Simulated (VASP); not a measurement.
All values below come from PBE GGA with spin-orbit coupling, VASP's PBE PAW potentials (set 64) (plane waves; VASP 6.6.1).

VASP ran on this input.

### POSCAR
```
BiSb
1.0
  4.2431760000   0.0000000000   0.0000000000
 -2.1215880000   3.6746980000   0.0000000000
  0.0000000000   0.0000000000   4.1411290000
Bi Sb
1 1
Direct
  0.0000000000   0.0000000000   0.0000000000
  0.6666670000   0.3333330000   0.5000000000
```

INCAR:
```
SYSTEM = BiSb
PREC = Accurate; ENCUT = 400; LREAL = .FALSE.
LASPH = .TRUE.
EDIFF = 1E-6; NELM = 100; ALGO = Normal
LMAXMIX = 4
ISMEAR = 1; SIGMA = 0.1
GGA = PE; GGA_COMPAT = .FALSE.
MAGMOM = 6*0; LSORBIT = .TRUE.
ISIF = 2
LWAVE = .FALSE.; LCHARG = .FALSE.
```

### KPOINTS
```
Automatic mesh
0
Gamma
8 8 7
0 0 0
```

POTCAR, in this order: Bi_d Sb (PBE.64 set). Program: vasp_ncl.

The resulting files:

OUTCAR:
```
 ion  position               nearest neighbor table
   1  0.000  0.000  0.000-   2 3.21   2 3.21   2 3.21   2 3.21   2 3.21   2 3.21
   2  0.667  0.333  0.500-   1 3.21   1 3.21   1 3.21   1 3.21   1 3.21   1 3.21
  LATTYP: Found a hexagonal cell.
 ALAT       =     4.2431760000
 C/A-ratio  =     0.9759503259
 Subroutine PRICEL returns:
 Original cell was already a primitive cell.
 Subroutine GETGRP returns: Found 12 space group operations
The static configuration has the point symmetry D_3h.
The dynamic configuration has the point symmetry D_3h.
The overall configuration has the point symmetry D_3h.
 Subroutine INISYM returns: Found 12 space group operations
 Subroutine IBZKPT returns following result:
 Found     60 irreducible k-points:

 Following reciprocal coordinates:
            Coordinates               Weight
  0.000000  0.000000  0.000000      1.000000
  0.125000  0.000000  0.000000      3.000000
 -0.125000  0.000000  0.000000      3.000000
  0.250000  0.000000  0.000000      3.000000
 -0.250000  0.000000  0.000000      3.000000
  0.375000  0.000000  0.000000      3.000000
 -0.375000  0.000000  0.000000      3.000000
...
```

File OSZICAR:
```
       N       E                     dE             d eps       ncg     rms          rms(c)
DAV:   1     0.171447312117E+03    0.17145E+03   -0.81298E+03  3368   0.119E+03
DAV:   2     0.716431385958E+01   -0.16428E+03   -0.16108E+03  3648   0.350E+02
DAV:   3    -0.807919135205E+01   -0.15244E+02   -0.14957E+02  4196   0.126E+02
DAV:   4    -0.862747824010E+01   -0.54829E+00   -0.54538E+00  3960   0.267E+01
DAV:   5    -0.865000616009E+01   -0.22528E-01   -0.22525E-01  4744   0.500E+00    0.210E+00
DAV:   6    -0.864184199511E+01    0.81642E-02   -0.25267E-02  4096   0.128E+00    0.122E+00
DAV:   7    -0.864092651017E+01    0.91548E-03   -0.54686E-03  4284   0.495E-01    0.795E-01
DAV:   8    -0.864093557675E+01   -0.90666E-05   -0.15923E-03  4160   0.282E-01    0.137E-01
DAV:   9    -0.864106338237E+01   -0.12781E-03   -0.18210E-04  4520   0.130E-01    0.313E-02
DAV:  10    -0.864107884718E+01   -0.15465E-04   -0.30155E-05  3968   0.589E-02    0.950E-03
DAV:  11    -0.864108141323E+01   -0.25661E-05   -0.54770E-06  3716   0.236E-02    0.587E-03
DAV:  12    -0.864108172764E+01   -0.31442E-06   -0.71702E-07  2288   0.843E-03
   1 F= -.86410817E+01 E0= -.86405945E+01  d E =-.146171E-02  mag=     0.0000    -0.0000     0.0000
```

OUTCAR:
```
------------------------ aborting loop because EDIFF is reached ----------------------------------------
  FORCE on cell =-STRESS in cart. coord.  units (eV):
  Direction    XX          YY          ZZ          XY          YZ          ZX
  --------------------------------------------------------------------------------------
  Total        0.5116241      0.5116240      0.8105094      0.0000000     -0.0000000      0.0000000
  in kB       12.6949235     12.6949221     20.1111623      0.0000000     -0.0000000      0.0000000
  external PRESSURE =      15.1670027 kB  Pullay stress =       0.0000000 kB
  volume of cell :       64.57
      direct lattice vectors                 reciprocal lattice vectors
     4.243176000  0.000000000  0.000000000     0.235672525  0.136065603  0.000000000
    -2.121588000  3.674698000  0.000000000     0.000000000  0.272131206  0.000000000
     0.000000000  0.000000000  4.141129000     0.000000000  0.000000000  0.241480041
 POSITION                                       TOTAL-FORCE (eV/Angst)
 -----------------------------------------------------------------------------------
      0.00000      0.00000      0.00000        -0.000000      0.000000      0.000000
      2.12159      1.22490      2.07056         0.000000      0.000000      0.000000
 -----------------------------------------------------------------------------------
    total drift:                               -0.000293      0.000171      0.000000
  FREE ENERGIE OF THE ION-ELECTRON SYSTEM (eV)
  ---------------------------------------------------
  free  energy   TOTEN  =        -8.6410817276 eV

  energy  without entropy=       -8.6396200154  energy(sigma->0) =       -8.64059449

 Ion:    1  E_soc:     -1.6510396

 Ion:    2  E_soc:     -0.1739323
```
(Selected blocks of OUTCAR.)

The structure was generated: BiSb was put into the WC type (P-6m2), which need not be its known phase. The cell was not relaxed at this level.
